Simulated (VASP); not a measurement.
A convergence study with VASP on BN (wurtzite): one setting is varied, all else stays as given below, so the limit is that of these other settings.

```yaml
crystal:
  lattice:
    - [1.27500, -2.20837, 0.00000]
    - [1.27500, 2.20837, 0.00000]
    - [0.00000, 0.00000, 4.22000]
  atoms:
    - { symbol: B, position: [0.66667, 0.33333, 0.50000] }
    - { symbol: B, position: [0.33333, 0.66667, 0.00000] }
    - { symbol: N, position: [0.66667, 0.33333, 0.87500] }
    - { symbol: N, position: [0.33333, 0.66667, 0.37500] }
```

Computed with PBE GGA, VASP's PBE PAW potentials (set 64) (plane waves; VASP 6.6.1). The tightest run used: 700 eV cut-off, 15×15×8 Monkhorst-Pack mesh, Gaussian smearing of 0.050 eV, potentials B N.

Task: The settings run are 1×1×1 mesh; 2×2×1 mesh; 3×3×2 mesh; 4×4×2 mesh; 5×5×3 mesh; 6×6×3 mesh; 7×7×4 mesh; 8×8×4 mesh; 9×9×5 mesh; 10×10×5 mesh; 11×11×6 mesh; 12×12×7 mesh; 13×13×7 mesh; 14×14×8 mesh; 15×15×8 mesh. From which on does the stress (every component) stay within 0.5 GPa of the tightest run?

Result: From 4×4×2 mesh on: it is off by 0.26 there and by no more than 0.5 in any finer run, while 3×3×2 mesh is off by 4.37.
```csv
setting,E (eV/atom),pressure (GPa),irreducible k-points,difference judged (GPa)
1×1×1 mesh,-2.2388,133.87,1,167.94
2×2×1 mesh,-8.8734,3.33,2,16.72
3×3×2 mesh,-8.6096,3.58,3,4.37
4×4×2 mesh,-8.7176,1.52,6,0.26
5×5×3 mesh,-8.7066,1.84,10,0.19
6×6×3 mesh,-8.7114,1.75,24,0.08
7×7×4 mesh,-8.7113,1.75,16,0.01
8×8×4 mesh,-8.7116,1.75,40,0.01
9×9×5 mesh,-8.7116,1.75,36,0.00
10×10×5 mesh,-8.7116,1.75,90,0.00
11×11×6 mesh,-8.7116,1.75,48,0.00
12×12×7 mesh,-8.7116,1.75,168,0.00
13×13×7 mesh,-8.7116,1.75,84,0.00
14×14×8 mesh,-8.7116,1.75,224,0.00
15×15×8 mesh,-8.7116,1.75,108,0.00
```

Left out are rungs that failed or repeat a setting and relaxations that didn't move; long series are thinned to 24 rows.

The compound is BN in the wurtzite structure, a metastable high-pressure form. The cell was not relaxed at this level.
